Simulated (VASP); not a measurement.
# How uniaxial stress along [001] changes AlRu (Pm-3m)

Wanted: the elastic response of AlRu to uniaxial stress along [001], with a fit that predicts a row left out.

Calculated with VASP 6.6.1; PBEsol; plane waves and PAW (Ru_pv, Al); cell typed or built by script, in the first sound run; inputs show where later runs differ.

Report form: the programs' logs are mostly left out.

## Step 1: The structure

The structure is cubic, space group Pm-3m (No. 221). The conventional cell has a = 2.990 Å, b = 2.990 Å, c = 2.990 Å, α = 90.00°, β = 90.00°, γ = 90.00°. Ru has 8 Al at 2.59 Å nearest. Al has 8 Ru at 2.59 Å nearest. Farther neighbours are not listed.

## Step 2: Relax the crystal, PBEsol

The series starts from the cell that this level prefers, so that zero strain is near zero stress.

This step took 2 runs in a row; the last is shown.

Level: PBEsol; plane waves and PAW (Ru_pv, Al); cell typed or built by script.

INCAR

```
SYSTEM = AlRu
PREC = Accurate
ENCUT = 450
EDIFF = 1E-07
NELM = 120
ISMEAR = 1
SIGMA = 0.15
LREAL = .FALSE.
ALGO = Normal
GGA = PS
NBANDS = 14
LASPH = .TRUE.
LORBIT = 11
LWAVE = .FALSE.
LCHARG = .FALSE.
KPAR = 8
IBRION = 2
NSW = 40
ISIF = 3
EDIFFG = -0.005
POTIM = 0.4
```

POSCAR

```
AlRu
1.0
    2.9762057725      0.0000000000      0.0000000000
    0.0000000000      2.9762057725      0.0000000000
    0.0000000000      0.0000000000      2.9762057725
Ru Al
1 1
Direct
    0.0000000000      0.0000000000      0.0000000000
    0.5000000000      0.5000000000      0.5000000000
```

KPOINTS

```
Automatic mesh
0
Gamma
17 17 17
0 0 0
```

The projector-augmented-wave data sets are Ru_pv and Al (PBE family, release 64).

On the command line:

```bash
mpirun -np 8 vasp_std
```

It took 4 s on 8 MPI ranks of Intel Xeon 6975P-C (Granite Rapids), shared host; peak memory 1.3 GiB; 24 s of CPU time.

Numbers from this step:

* energy(sigma→0) of the program: -15.5160 eV
* stress, compression positive: xx, yy, zz -0.01, -0.01, -0.01 GPa
* volume: 26.363 Å³
* ionic steps: 1

## Step 3: Strain across the axis, PBEsol

One member in full: the axis is strained by 2 %, and the two directions across it are strained alike until their mean stress is under 0.012 GPa or five steps are spent.

This step took 3 runs, each at a new trial strain with the atoms of the one before; the last is shown.

Level: PBEsol; plane waves and PAW (Ru_pv, Al); cell typed or built by script.

Changes to INCAR since step 2:

```diff
@@ -15,7 +15,7 @@
 LCHARG = .FALSE.
-KPAR = 8
-IBRION = 2
-NSW = 40
-ISIF = 3
-EDIFFG = -0.005
-POTIM = 0.4
+KPAR = 2
+IBRION = 1
+NSW = 25
+ISIF = 2
+EDIFFG = -0.004
+POTIM = 0.3
```

POSCAR

```
AlRu
1.0
    2.9573700330      0.0000000000      0.0000000000
    0.0000000000      2.9573700330      0.0000000000
    0.0000000000      0.0000000000      3.0357298880
Ru Al
1 1
Direct
    0.0000000000      0.0000000000      0.0000000000
    0.5000000000      0.5000000000      0.5000000000
```

KPOINTS is that of step 2.

On the command line:

```bash
mpirun -np 2 vasp_std
```

Wall time 19 s (2 MPI ranks); peak memory 0.44 GiB; 38 s of CPU time.

Read from the output:

- energy(sigma→0) of the program: -15.5087 eV
- stress, compression positive: xx, yy, zz 0.00, 0.00, -4.44 GPa
- ionic steps: 1

## Step 4: The whole series

The other members went through these steps as far as the tables show, with the same cutoff and, step by step, the same mesh; 26 runs are not shown. The session took 0.30 core hours (wall time by ranks) on a shared machine.

```csv
strain along the axis (%),strain across the axis (%),"stress along the axis, tension positive (GPa)","energy above the unstrained row, extrapolated to no smearing (meV/atom)"
-2.000,0.669,-4.843,4.094
-1.500,0.496,-3.598,2.299
-1.000,0.327,?,?
-0.500,0.160,-1.174,0.266
0,-0.004,-0.002,0.000
0.500,-0.163,1.159,0.229
1.000,-0.321,2.282,0.933
1.500,-0.478,3.377,2.086
2.000,-0.633,4.438,3.690
```

## Step 5: A fit to the known rows

A least-squares parabola through the 8 rows shown, with e the strain in %: stress = − 0.05145 e² + 2.323 e + 0.004664 (GPa), r.m.s. residual 0.0050 GPa.

For the withheld row, e = -1, the fit gives -2.370 GPa.

## Step 6: Checking the prediction

The calculation gives -2.374 GPa, so the prediction is 0.004 GPa too high.

Slopes at zero strain, from cubics through all rows: strain ratio -0.324, stress over strain 233 GPa.

## Step 7: Summary of results

| Property | Result |
| --- | --- |
| error of the predicted stress | 0.004 GPa |
| Poisson ratio | 0.324 |
| Young's modulus along the axis | 233 GPa |

As a check, the curvature of the energy gives 237 GPa for the same modulus (energy per volume = E/2 × strain²), 2 % from the slope of the stress; these energies are extrapolated to no smearing, while the stress belongs to the free energy, so part of the difference may come from that. These are static values: temperature and zero-point motion are left out. In a metal the slopes also depend on mesh and smearing, which were held through the series.

[Lines on the potential files, build, host, timing and source positions are cut from VASP's logs without a mark.]

[Logs are printed without paths, hosts, clocks, repeated set-up lines and the standing remarks that a program may print on its own settings, such as how far it seeks lower states.]

[Hosts, paths, dates, database ids (printed as entryN), source tags and the programs' standing remarks are cut or masked in the printed files.]

[In band tables of VASP the shares of atoms and orbitals are scaled to a sum of 1 inside the atoms' spheres.]
